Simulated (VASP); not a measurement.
VASP ran on this input.

**INCAR**
```
NEDOS  =  601
PREC  =  Accurate
ENCUT  =  400   ! plane-wave cut-off (eV)
SYSTEM  =  Au
ISMEAR  =  -5   ! tetrahedra, Bloechl
NELM  =  100
ISIF  =  2   ! forces and stress, cell fixed
LREAL  =  .False.   ! projection in real space or not
GGA  =  PS   ! PBEsol
LASPH  =  .True.
LMAXMIX  =  6   ! l cut-off of mixed one-centre charges
LORBIT  =  11
LCHARG  =  .True.
ALGO  =  Normal
EDIFF  =  1E-7   ! SCF stop (eV)
LWAVE  =  .False.
```

### KPOINTS
```
Automatic mesh
0
Gamma
16 16 9
0 0 0
```

**POSCAR**
```
Au
1
    2.8682075941     0.0000000000     0.0000000000
   -1.4341037971     2.4839411644    -0.0000000000
    0.0000000000     0.0000000000     4.7665714986
Au
2
Direct
  0.3333330000   0.6666670000   0.2500000000
  0.6666670000   0.3333330000   0.7500000000
```

POTCAR, in this order: Au (PBE.64 set). Program: vasp_std.

Problem. Translate this PBEsol calculation to Quantum ESPRESSO's pw.x.

Solution. One equivalent input (not run):
```
&CONTROL
  calculation = 'scf'
  pseudo_dir = './pseudo'
  outdir = './out'
  tprnfor = .true.
  tstress = .true.
/
&SYSTEM
  ibrav = 0
  nat = 2
  ntyp = 1
  ecutwfc = 76
  occupations = 'tetrahedra'
  input_dft = 'pbesol'
/
&ELECTRONS
  conv_thr = 7.3e-09
  electron_maxstep = 100
/
ATOMIC_SPECIES
  Au 196.967 Au.upf
CELL_PARAMETERS angstrom
     2.8682076    0.0000000    0.0000000
    -1.4341038    2.4839412   -0.0000000
     0.0000000    0.0000000    4.7665715
ATOMIC_POSITIONS crystal
  Au   0.3333330  0.6666670  0.2500000
  Au   0.6666670  0.3333330  0.7500000
K_POINTS automatic
  16 16 9 0 0 0
```
The two are equivalent in intent, not identical: the potentials are each code's own (VASP's PAW set, PseudoDojo norm-conserving files in pw.x), so ENCUT and ecutwfc are chosen apart and not converted; conv_thr bounds pw.x's estimated SCF error, while EDIFF bounds the energy change between steps.

The structure was generated: Au was put into the hcp type (P6_3/mmc), which need not be its known phase. It was relaxed first.
